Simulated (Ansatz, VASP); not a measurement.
One calculation of In3S2, two programs

```
In S
1.0
     5.32822    0.00000    0.00000
     0.00000    5.32822    0.00000
     0.00000    0.00000    5.37022
In S
3 2
Direct
  0.00000 0.50000 0.50000
  0.50000 0.00000 0.50000
  0.00000 0.00000 0.50000
  0.00000 0.50000 0.00000
  0.50000 0.00000 0.00000
```

Alike in both runs: task single point; functional PBE; k mesh 4 × 4 × 4; occupations gaussian, width 0.1 eV; no spin polarisation.

```csv
,VASP,Ansatz
version,VASP 6.6.1,Ansatz 0.2.0
potentials or method,"VASP PAW PBE potentials, release 64 (In_d, S)","scalar-relativistic, plane waves, PAW"
plane-wave cutoff (eV),520,420
valence electrons in the cell,51,51
```

```tsv
	VASP	Ansatz	Ansatz less VASP
gap on the k mesh at the Fermi level (eV)	none	none	-
pressure (GPa)	1.7	1.7	+0.04
largest component of the traceless stress (GPa)	10.54	10.51	-0.027
```

A gap of «none» marks a metal or a gap that the smearing closes. With one functional, cell and mesh, what is left measures potentials, basis and numerics.
